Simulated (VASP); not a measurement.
## ZnO: stress against strain

ZnO (wurtzite, P6_3mc, 11.424 Å³/atom and stress up to 0.27 GPa in the relaxed cell, c along z) under an equal strain ε along x and y, with z held. LDA in VASP (plane waves, PAW), 600 eV, 12×12×6 Γ-centred mesh, Gaussian smearing 0.05 eV; ions are relaxed, or left where forces stay under 0.02 eV/Å, within the symmetry of each cell. Stress is positive for a compressed cell.

Here s stands for strain and y for stress xx.

| strain (%) | stress xx (GPa) |
|---|---|
| -3.00 | ? |
| -1.50 | 5.41 |
| -1.00 | 3.45 |
| -0.50 | 1.56 |
| 0.00 | -0.27 |
| 0.50 | -2.03 |
| 1.00 | -3.71 |
| 1.50 | -5.35 |

Question: Fit y against s with a straight line, and predict the withheld value at s = -3.00.

Answer: Means: s 0, y -0.134. About the means, the sum of products is -25.095 and the sum of squares of s is 7.0000; the slope is their ratio. Least squares gives y = -0.134 - 3.5850·s. Residuals (row less fit): 0.167, -0.001, -0.099, -0.136, -0.103, 0.009, 0.162; standard error 0.136 (degrees of freedom: 5). The slope gives the elastic constants C11 + C12 = 358 ± 5 GPa (± standard error of the fit, which holds the terms cut off). At the withheld row, y = -0.134 - 3.5850 × (-3.0) = 10.621 GPa. The calculation gives 11.73 GPa, 1.109 GPa above the prediction (6.5 % of the range of y in the table). The row lies outside the fitted rows, so this is an extrapolation. From the scatter of the fitted rows alone, a prediction at this place has a standard error of 0.212 GPa, so the miss is 5.2 times that.

A polynomial of degree 2 through the 12 other runs of the series gives 11.70 there, so most of the miss is curvature that the fit leaves out. Rows are the converged runs of the series near zero and its far end; series whose fitted rows scatter by over a few per cent of the range, as at a crossing or softening among them, aren't shown in this form, nor equations of state whose B0' disagrees with the runs' pressures. Most that stay on the fit to the last digits aren't either.
